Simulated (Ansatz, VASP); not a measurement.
# WSe2: VASP beside Ansatz

Aim: how closely do two programs agree when they are given the same cell, functional and k mesh? The cell is taken from a series of runs on this material, whose earlier steps may have relaxed, scaled, displaced or heated it; both programs get it as it stands.

Main program and level: Ansatz 0.2.0; plane waves, with VASP 6.6.1 beside it; single point at LDA, spin-orbit coupling.

**1. Starting point**

It takes space group P6_3/mmc (No. 194, hexagonal). The conventional cell has a = 3.290 Å, b = 3.290 Å, c = 12.970 Å, α = 90.00°, β = 90.00°, γ = 120.00°. Nearest to W lie 6 Se at 2.53 Å. Nearest to Se lie 3 W at 2.53 Å. Farther neighbours and most contacts between anions are not listed.

**2. Ansatz: single point, LDA, spin-orbit coupling**

Ansatz runs on its PAW fully relativistic soft_1 files.

With cell and atoms fixed, the geometry can't cause a difference; cores, projectors, grids and the points listed under the comparison can.

File input.yaml:

```yaml
crystal:
  lattice:
    - [3.29, 0.0, 0.0]
    - [-1.645, 2.84922358, 0.0]
    - [0.0, 0.0, 12.97]
  atoms:
    - { symbol: W, position: [0.33333333, 0.66666667, 0.25] }
    - { symbol: W, position: [0.66666667, 0.33333333, 0.75] }
    - { symbol: Se, position: [0.33333333, 0.66666667, 0.621] }
    - { symbol: Se, position: [0.66666667, 0.33333333, 0.121] }
    - { symbol: Se, position: [0.33333333, 0.66666667, 0.879] }
    - { symbol: Se, position: [0.66666667, 0.33333333, 0.379] }
kpoints:
  mp_grid: { grid: [6, 6, 2] }
  band_path:
    path:
      - [[0.0, 0.0, 0.0], [0.5, 0.0, 0.0], [0.33333333, 0.33333333, 0.0], [0.0, 0.0, 0.0], [0.0, 0.0, 0.5], [0.5, 0.0, 0.5], [0.33333333, 0.33333333, 0.5], [0.0, 0.0, 0.5]]
      - [[0.5, 0.0, 0.5], [0.5, 0.0, 0.0]]
      - [[0.33333333, 0.33333333, 0.5], [0.33333333, 0.33333333, 0.0]]
    npoints: 10
hamiltonian:
  xc: lda
  pseudopotentials: { kind: paw_fr, azcp: { folder: soft_1 }, xc_functional: pbe }
scf:
  occupations: { method: fermi_dirac, width: 0.02 }
  n_extra_bands: 12
magnetization:
  noncollinear: true
  spin_orbit: true
output:
  eigenvalues: true
```

Launch:

```sh
ansatz run input.yaml --threads 3 --pin off --max-ram 92160MiB --backend cuda --events-out ev --progress --plain --runs-dir out --devices 1 --max-vram 13GiB
```

Numbers of over 12 decimals in the logs are rounded to 6 here.

The program printed:

```text
scf.n_extra_bands = 12 over 92 filled bands (N_el = 92.0): the run solves 104 bands
GPUs: using 1 of 1 available (devices: 1).
Engine: ansatz 0.2.0, x86_64-unknown-linux-gnu
Pseudopotentials: kind: paw_fr
Pseudopotential: W, paw, valence charge 14, recommended cutoff 420 eV (normal), soft_1/W.paw.azcp
Pseudopotential: Se, paw, valence charge 16, recommended cutoff 420 eV (normal), soft_1/Se.paw.azcp
Functional definition: SPW92
  exchange = slater_x
  correlation = pw_c
non-collinear run that drives no moment, with spin-orbit: no starting moment large enough to seed its density (crystal.atoms[].spin), no starting occupations that ask for one, no magnetisation constraint and no magnetic field, so the semilocal B_xc is pinned to zero
device memory: the entry about to start is reckoned to put 6.1 GiB on a device that reports 33.7 GiB free (of which the cap on the GPU budget leaves the run 13.0 GiB)
GPU FFT provider: cuFFT
GPU libraries: cuBLAS 13.8.2, cuFFT 12.4.0, cuSOLVER 12.3.4
Crystal: 6 atoms, lattice volume = 121.580 Å³
Basis set: ecut = 420 eV, 2419 PW (Γ)
Bands: 104, of which v1, the nominal top of the filled ones, is band 92 counted from 1 (91 counted from 0)
Symmetry: 24 space group operations + 24 with time reversal
Magnetic group: BNS 194.264 (UNI 1494), of the structure as read, at distance tolerance 5.0e-5 Å
k-points: 14 of 72
Projection manifold: j_resolved (fully-relativistic pseudo-atomic orbitals)
Non-local potential: W, projectors of the file, resolved by j, l = 0: 3, l = 1: 4, l = 2: 4, l = 3: 2
Non-local potential: Se, projectors of the file, resolved by j, l = 0: 2, l = 1: 4, l = 2: 6, l = 3: 2
PAW form: soft (Blöchl's): semilocal exchange-correlation on the pseudo side does not see the compensation charge
PAW frozen core: W, regenerated for the run's functional, and the local potential with it (the file was generated under x = pbe(κ = 0.804, μ = 0.219515), c = pbe(β = 0.066725))
PAW frozen core: Se, regenerated for the run's functional, and the local potential with it (the file was generated under x = pbe(κ = 0.804, μ = 0.219515), c = pbe(β = 0.066725))
PAW one-centre angular grid: W, 590 points (default); XC on 64 Gauss nodes
PAW one-centre angular grid: Se, 590 points (default); XC on 64 Gauss nodes
Initial density: superposition of atomic densities (chi_scale 0.1, normalization cell, long waves kept (reshape's long-wave potential 0.04 eV rms))
Initial wavefunctions: pseudopotential atomic-orbital guess
GPU buffer pool allocated for 51840 grid points (all kernels)
GPU transforms: local potential and band sums: pruned to the plane-wave sphere, on 24×24×90
Functional: x = slater, c = lda
SCF iter   1: F=—  HF=-41847.101029 eV  |F-HF|=—  |Δ(HF+E_count)|=         —  Δρ=3.55e-2  dr2=5.54e0  dr2_m=0.00e0 (ungated)  ethr=3.10e-3  |M|=0.00e0 ∫|m|=0.00e0 μB  |m|>n=0.0e0 m-floor=0.0e0 τ_xc=0.0e0  β_m=0.30  ⟨swp⟩=5.6  Hψ=3322  notcnv=0
preconditioner: auto → Resta (q_TF=auto, 2.604 Å⁻¹)  ε∞=7.5  [insulator: Δε(μ)=0.779 eV  Ē_g=7.909 eV  σ=0.020 eV  W_gap=1.00  n_scr=40 (ndim 8)  ℏωp=20.2 eV  f_vac=0.022  D(μ)=0.00/eV (n_scr^D=0)  ε∞_Penn≈7.5]
spin=Noncollinear: Resta preconditioning applied to the charge; magnetization (m_x, m_y, m_z) channels mix plain (no charge-response kernel on spin).
SCF iter   2: F=—  HF=-41846.478256 eV  |F-HF|=—  |Δ(HF+E_count)|=   6.23e-1  Δρ=2.57e-2  dr2=2.16e0  dr2_m=0.00e0 (ungated)  ethr=3.10e-3  |M|=0.00e0 ∫|m|=0.00e0 μB  |m|>n=0.0e0 m-floor=0.0e0 τ_xc=0.0e0  β_m=0.55  ⟨swp⟩=2.0  Hψ=908  notcnv=0  defer=68
SCF iter   3: F=—  HF=-41845.977973 eV  |F-HF|=—  |Δ(HF+E_count)|=   5.00e-1  Δρ=7.64e-3  dr2=2.08e-1  dr2_m=0.00e0 (ungated)  ethr=2.35e-3  |M|=0.00e0 ∫|m|=0.00e0 μB  |m|>n=0.0e0 m-floor=0.0e0 τ_xc=0.0e0  β_m=0.60  ⟨swp⟩=2.1  Hψ=941  notcnv=0  defer=68
SCF iter   4: F=—  HF=-41845.928622 eV  |F-HF|=—  |Δ(HF+E_count)|=   4.94e-2  Δρ=2.46e-3  dr2=1.04e-2  dr2_m=0.00e0 (ungated)  ethr=2.26e-4  |M|=0.00e0 ∫|m|=0.00e0 μB  |m|>n=0.0e0 m-floor=0.0e0 τ_xc=0.0e0  β_m=0.73  ⟨swp⟩=2.9  Hψ=1011  notcnv=0  defer=68
SCF iter   5: F=—  HF=-41845.927003 eV  |F-HF|=—  |Δ(HF+E_count)|=   1.62e-3  Δρ=9.06e-4  dr2=1.89e-3  dr2_m=0.00e0 (ungated)  ethr=1.13e-5  |M|=0.00e0 ∫|m|=0.00e0 μB  |m|>n=0.0e0 m-floor=0.0e0 τ_xc=0.0e0  β_m=0.74  ⟨swp⟩=2.4  Hψ=1343  notcnv=0  defer=68
SCF iter   6: F=—  HF=-41845.926690 eV  |F-HF|=—  |Δ(HF+E_count)|=   3.13e-4  Δρ=3.46e-4  dr2=1.41e-4  dr2_m=0.00e0 (ungated)  ethr=2.06e-6  |M|=0.00e0 ∫|m|=0.00e0 μB  |m|>n=0.0e0 m-floor=0.0e0 τ_xc=0.0e0  β_m=0.87  ⟨swp⟩=2.0  Hψ=1303  notcnv=0  defer=68
SCF iter   7: F=—  HF=-41845.926536 eV  |F-HF|=—  |Δ(HF+E_count)|=   1.53e-4  Δρ=6.67e-5  dr2=4.92e-6  dr2_m=0.00e0 (ungated)  ethr=1.54e-7  |M|=0.00e0 ∫|m|=0.00e0 μB  |m|>n=0.0e0 m-floor=0.0e0 τ_xc=0.0e0  β_m=0.92  ⟨swp⟩=2.0  Hψ=946  notcnv=0  defer=68
SCF iter   8: F=—  HF=-41845.926829 eV  |F-HF|=—  |Δ(HF+E_count)|=   2.93e-4  Δρ=2.73e-5  dr2=7.88e-7  dr2_m=0.00e0 (ungated)  ethr=5.34e-9  |M|=0.00e0 ∫|m|=0.00e0 μB  |m|>n=0.0e0 m-floor=0.0e0 τ_xc=0.0e0  β_m=0.96  ⟨swp⟩=2.1  Hψ=1010  notcnv=0  defer=68
SCF iter   9: F=-41845.926829 eV  HF=-41845.926829 eV  |F-HF|=3.64e-11  |Δ(HF+E_count)|=   4.63e-7  Δρ=6.29e-6  dr2=3.11e-8  dr2_m=0.00e0 (ungated)  ethr=1.09e-10  |M|=0.00e0 ∫|m|=0.00e0 μB  |m|>n=0.0e0 m-floor=0.0e0 τ_xc=0.0e0  ⟨swp⟩=8.0  Hψ=2889  notcnv=0
SCF 1 converged in 9 iterations: F = -41845.926829 eV  dr2 = 3.11e-8
  greatest PAW one-centre occupation: 0.999 electrons in one spin orbital (limit 2), on the Se atom at site 3 (counted from 0), in its partial waves of l = 2
device memory: the entry about to start is reckoned to put 5.1 GiB on a device that reports 34.4 GiB free (of which the cap on the GPU budget leaves the run 13.0 GiB)
NSCF: frozen V_eff on 93 k-points
SCF converged after 9 iterations
Magnetization: |M| = 0.0000 μB,  M = (+0.0000, +0.0000, +0.0000) μB
Absolute magnetization: 0.0000 μB (∫|m|)
  site 0: m = (+0.0000, +0.0000, +0.0000) μB, |m| = 0.0000 μB  (R = 1.04 Å)
  site 1: m = (+0.0000, +0.0000, +0.0000) μB, |m| = 0.0000 μB  (R = 1.04 Å)
  site 2: m = (+0.0000, +0.0000, +0.0000) μB, |m| = 0.0000 μB  (R = 1.04 Å)
  site 3: m = (+0.0000, +0.0000, +0.0000) μB, |m| = 0.0000 μB  (R = 1.04 Å)
  site 4: m = (+0.0000, +0.0000, +0.0000) μB, |m| = 0.0000 μB  (R = 1.04 Å)
  site 5: m = (+0.0000, +0.0000, +0.0000) μB, |m| = 0.0000 μB  (R = 1.04 Å)
Free energy (F): -41845.926829 eV
Harris-Foulkes:  -41845.926829 eV  (|F-HF|=3.64e-11)
Internal energy: -41845.926829 eV  (E = F + TS)
E sigma→0 (E₀):  -41845.926829 eV
Fermi energy:    12.714215 eV
--- Per-component energies (eV) ---
  E_band       = -1759.045803
  E_kinetic    = 1291.465939
  E_local      = -12255.540595  (includes V_loc(G=0)·N_el)
  E_nonlocal   = -1445.200241
  E_hartree    = 6295.116495
  E_xc         = -872.038880
  E_vxc        = -827.014191  (∫ρ·V_xc dr)
  E_paw        = -24874.361550  (= ΣΔE_a)
  E_vpaw       = -1112.986337  (= ΣTr[D̂ρ^β])
  E_aug_tail   = -0.001194  (compensation charges beyond the density's cutoff)
  E_ewald      = -9994.845455
  E_core_change = 9.478651  (= ΣΔE_core)
  E_smearing   = -0.000000  (= −TS)
  E_closure    = -0.000000  (closes the sum)
  Σ components = -41845.926829   (vs F -41845.926829, Δ=0.00e0)
--- Band table (eV; the first three rows and the last of 14) ---
  k-point 0: bands = [... 88 lower, 11.2311, 11.2311, 12.3061, 12.3061, 14.6928, 14.6928, 14.7472, 14.7472, ... 8 higher]
  k-point 1: bands = [... 88 lower, 12.0858, 12.0858, 12.0858, 12.0858, 14.7112, 14.7112, 14.7112, 14.7112, ... 8 higher]
  k-point 2: bands = [... 88 lower, 11.2576, 11.2576, 11.6160, 11.6160, 13.8460, 13.8460, 14.3296, 14.3296, ... 8 higher]
  k-point 13: bands = [... 88 lower, 11.6731, 11.6731, 12.1258, 12.1258, 13.4943, 13.4943, 13.5362, 13.5362, ... 8 higher]
```

**3. VASP: single point, LDA, spin-orbit coupling**

The same cell, functional (in two slightly different forms), mesh and smearing now go to VASP, with its own data sets.

Lines of VASP's logs that name or quote its potential files are left out, and so is its time.

File INCAR:

```
SYSTEM = WSe2
PREC = Accurate
ENCUT = 520
EDIFF = 1E-06
NELM = 200
ISMEAR = -1
SIGMA = 0.02
LREAL = .FALSE.
ALGO = Normal
GGA = PW92
LNONCOLLINEAR = .TRUE.
MAGMOM = 0 0 0 0 0 0 0 0 0 0 0 0 0 0 0 0 0 0
NBANDS = 48
GGA_COMPAT = .FALSE.
LASPH = .TRUE.
LSORBIT = .TRUE.
LMAXMIX = 4
LORBIT = 11
LWAVE = .FALSE.
LCHARG = .FALSE.
ISIF = 2
EFERMI = MIDGAP
KPAR = 2
```

File POSCAR:

```
WSe2
1.0
    3.2900000000      0.0000000000      0.0000000000
   -1.6450000000      2.8492235800      0.0000000000
    0.0000000000      0.0000000000     12.9700000000
W Se
2 4
Direct
    0.3333333433      0.6666666767      0.2500000000
    0.6666666767      0.3333333433      0.7500000000
    0.3333333433      0.6666666767      0.6210000000
    0.6666666767      0.3333333433      0.1210000000
    0.3333333433      0.6666666767      0.8790000000
    0.6666666767      0.3333333433      0.3790000000
```

File KPOINTS:

```
Automatic mesh
0
Gamma
6 6 2
0 0 0
```

Potentials, in the order of the species: W and Se (LDA family, release 64).

Launch:

```sh
mpirun -np 2 vasp_ncl
```

The program printed:

```text
[banner, memory and clock lines left out]
running    2 mpi-ranks, on    1 nodes
 distrk:  each k-point on    1 cores,    2 groups
 distr:  one band on    1 cores,    1 groups

 POSCAR found type information on POSCAR W Se
 POSCAR found :  2 types and       6 ions
|                                                                             |
|               ----> ADVICE to this user running VASP <----                  |
|                                                                             |
|     You enforced a specific xc type in the INCAR file but a different       |
|     [... a line on the potential file left out ...]
|     I HOPE YOU KNOW WHAT YOU ARE DOING!                                     |
|                                                                             |

 LDA part: xc-table for (Slater(with rela. corr.)+PW92), standard interpolation
 POSCAR, INCAR and KPOINTS ok, starting setup
 FFT: planning ... GRIDC
 FFT: planning ... GRID_SOFT
 FFT: planning ... GRID
 WAVECAR not read
 entering main loop
       N       E                     dE             d eps       ncg     rms          rms(c)
DAV:   1     0.182077423024E+03    0.18208E+03   -0.15469E+04  1344   0.131E+03
DAV:   2    -0.335300065046E+02   -0.21561E+03   -0.20631E+03  1752   0.255E+02
DAV:   3    -0.506047522320E+02   -0.17075E+02   -0.16843E+02  1680   0.709E+01
DAV:   4    -0.510585111744E+02   -0.45376E+00   -0.45070E+00  1896   0.115E+01
DAV:   5    -0.510668712532E+02   -0.83601E-02   -0.83440E-02  1704   0.143E+00    0.312E+01
DAV:   6    -0.494748640805E+02    0.15920E+01   -0.74582E+00  1896   0.129E+01    0.125E+01
DAV:   7    -0.492133976989E+02    0.26147E+00   -0.39382E+00  1696   0.103E+01    0.749E+00
DAV:   8    -0.490218490017E+02    0.19155E+00   -0.51775E-01  1776   0.431E+00    0.109E+00
DAV:   9    -0.490184504235E+02    0.33986E-02   -0.78235E-02  1784   0.138E+00    0.406E-01
DAV:  10    -0.490174177993E+02    0.10326E-02   -0.56380E-03  1720   0.411E-01    0.242E-01
DAV:  11    -0.490170708044E+02    0.34699E-03   -0.14813E-03  1808   0.188E-01    0.126E-01
DAV:  12    -0.490170516761E+02    0.19128E-04   -0.18494E-04  1744   0.717E-02    0.546E-02
DAV:  13    -0.490170543580E+02   -0.26819E-05   -0.17191E-05  1776   0.222E-02    0.340E-02
DAV:  14    -0.490170533722E+02    0.98576E-06   -0.12083E-06  1232   0.613E-03
   1 F= -.49017053E+02 E0= -.49017053E+02  d E =-.480802E-10  mag=    -0.0000     0.0000    -0.0000
```

(Continued in part 2 of 2.)

[Lines on the potential files, build, host, timing and source positions are cut from VASP's logs without a mark.]

[Logs are printed without paths, hosts, clocks, repeated set-up lines and the standing remarks that a program may print on its own settings, such as how far it seeks lower states.]

[Hosts, paths, dates, database ids (printed as entryN), source tags and the programs' standing remarks are cut or masked in the printed files.]
